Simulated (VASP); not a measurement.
Input:

```xyz
8
Lattice="6.1690 0.0000 0.0000 0.0000 6.1690 0.0000 0.0000 0.0000 6.1298" Properties=species:S:1:pos:R:3 pbc="T T T"
Cd     0.0000     0.0000     5.9493
Cd     3.0845     3.0845     5.9493
Cd     3.0845     0.0000     3.2454
Cd     0.0000     3.0845     3.2454
Te     1.5422     1.5422     1.5325
Te     4.6267     4.6267     1.5325
S      4.6267     1.5422     4.5974
S      1.5422     4.6267     4.5974
```

Calculation: PBEsol GGA, VASP's PBE PAW potentials (set 64) (plane waves; VASP). Run with 400 eV cut-off, 4×4×4 Γ-centred mesh, tetrahedra with Blöchl corrections, potentials Cd Te S.

Unless said otherwise, spin-orbit coupling is left out, though it shifts the bands of the heavy elements here.

Problem. Estimate the energy per atom (σ→0), band gap (on the k-mesh) with the smallest direct gap where there is one.

Solution. 
- band gap (on the k-mesh) = 0.44 eV
- smallest direct gap (on the k-mesh) = 0.44 eV
- energy per atom (σ→0) = -3.038 eV/atom

Only differences to runs with the same potentials and settings are physical.

The structure was generated: Cd4S2Te2 was put into an ordered model structure (P-4m2), which need not be its known phase. It was relaxed first.
